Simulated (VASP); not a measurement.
An input for Quantum ESPRESSO's pw.x (written as the equivalent of a VASP run, and not itself run):

```
&CONTROL
  calculation = 'scf'
  pseudo_dir = './pseudo'
  outdir = './out'
  tprnfor = .true.
  tstress = .true.
/
&SYSTEM
  ibrav = 0
  nat = 4
  ntyp = 2
  ecutwfc = 80
  occupations = 'smearing'
  smearing = 'gaussian'
  degauss = 0.0147
  input_dft = 'pbe'
/
&ELECTRONS
  conv_thr = 7.3e-08
  electron_maxstep = 100
/
ATOMIC_SPECIES
  Mo 95.950 Mo.upf
  Si 28.085 Si.upf
CELL_PARAMETERS angstrom
     3.9897570    0.0000000    0.0000000
    -1.9948780    3.4552310    0.0000000
     0.0000000    0.0000000    5.5607440
ATOMIC_POSITIONS crystal
  Mo   0.0000000  0.0000000  0.0000000
  Mo   0.0000000  0.0000000  0.5000000
  Si   0.3333330  0.6666670  0.2500000
  Si   0.6666670  0.3333330  0.7500000
K_POINTS automatic
  5 5 4 0 0 0
```

Problem. Write the VASP files for the same calculation (PBE).

Solution. One answer among several that fit: 
File KPOINTS:
```
Automatic mesh
0
Gamma
5 5 4
0 0 0
```

**INCAR**
```
SYSTEM = SiMo
PREC = Accurate; ENCUT = 300; LREAL = .False.
LASPH = .True.
EDIFF = 1E-6; NELM = 100; ALGO = Normal
LMAXMIX = 4
ISMEAR = 0; SIGMA = 0.2
GGA = PE
ISIF = 2
LWAVE = .False.; LCHARG = .False.
```

**POSCAR**
```
SiMo
1
    3.9897570000     0.0000000000     0.0000000000
   -1.9948780000     3.4552310000     0.0000000000
    0.0000000000     0.0000000000     5.5607440000
Mo Si
2 2
Direct
  0.0000000000   0.0000000000   0.0000000000
  0.0000000000   0.0000000000   0.5000000000
  0.3333330000   0.6666670000   0.2500000000
  0.6666670000   0.3333330000   0.7500000000
```

POTCAR, in this order: Mo_sv Si (PBE.64 set). Program: vasp_std.

Limits of the translation: the potentials are each code's own (VASP's PAW set, PseudoDojo norm-conserving files in pw.x), so ENCUT and ecutwfc are chosen apart and not converted; conv_thr bounds pw.x's estimated SCF error, while EDIFF bounds the energy change between steps.

The structure was generated: SiMo was put into an ordered model structure, which need not be its known phase. The cell was not relaxed at this level. The k-mesh is coarse (spacing up to 0.36 per Å, 2π included), so the numbers may not be converged in it. The run is one of a series of settings (KPOINTS 5×5×4 Γ-centred mesh against the base run), some of them coarse on purpose.
